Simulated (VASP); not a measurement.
Wanted: the native input for a VASP 6.6.1 run.

- Task: single point
- Functional: PBE
- Potentials or basis: VASP PAW PBE potentials, release 64 (Pb_d, Zn, N)
- Cutoff: 520 eV
- k mesh: 8 × 8 × 3
- Occupations: fermi-dirac, width 0.05 eV
- Spin: no spin polarisation
- Further INCAR settings: ALGO = Normal; EDIFF = 1e-07; NBANDS = 33

The structure of ZnPb2N2 lies in POSCAR:

```
ZnPb2N2
1.0
    3.6736464919      0.0000000000      0.0000000000
   -1.8368232460      3.1814711865      0.0000000000
    0.0000000000      0.0000000000      9.2671568129
Pb Zn N
2 1 2
Direct
    0.3333333333      0.6666666667      0.8130670000
    0.6666666667      0.3333333333      0.1869330000
    0.0000000000      0.0000000000      0.5000000000
    0.0000000000      0.0000000000      0.3016810000
    0.0000000000      0.0000000000      0.6983190000
```

The cell comes from a database or a generator and needn't be the stable form of this composition.

These files were run (other wordings do the same):

INCAR

```
SYSTEM = ZnPb2N2
PREC = Accurate ; ENCUT = 520
EDIFF = 1E-7 ; ISMEAR = -1
SIGMA = 0.05 ; LREAL = .False.
LASPH = .True. ; NELM = 100
ALGO = Normal ; ISIF = 2
LWAVE = .False. ; LCHARG = .True.
GGA = PE ; LELF = .True.
LVHAR = .True. ; NBANDS = 33
```

KPOINTS

```
regular mesh
0
Gamma
  8 8 3
  0 0 0
```

Potentials or basis: VASP PAW PBE potentials, release 64 (Pb_d, Zn, N).

The run is started by

```sh
$ cat potpaw_PBE.64/Pb_d/POTCAR potpaw_PBE.64/Zn/POTCAR potpaw_PBE.64/N/POTCAR > POTCAR
$ mpirun -np 1 vasp_std > vasp.out
```

Results of the run:

| Item | Value |
| --- | --- |
| Pressure | -0.1 GPa |
| Largest force | 0.016 eV/Å |
| Band gap on the k mesh | 0.67 eV, indirect (least direct gap 1.37 eV) |

Caveat: spin-orbit coupling is left out, which as a rule narrows the gap of such compounds by several tenths of an eV; an odd mesh through Γ misses points on the zone boundary, where band edges often lie.

Wall time 97 s on 1 thread of Intel(R) Xeon(R) Platinum 8259CL CPU @ 2.50GHz (Skylake/Cascade Lake) (shared host), peak memory 0.26 GiB.
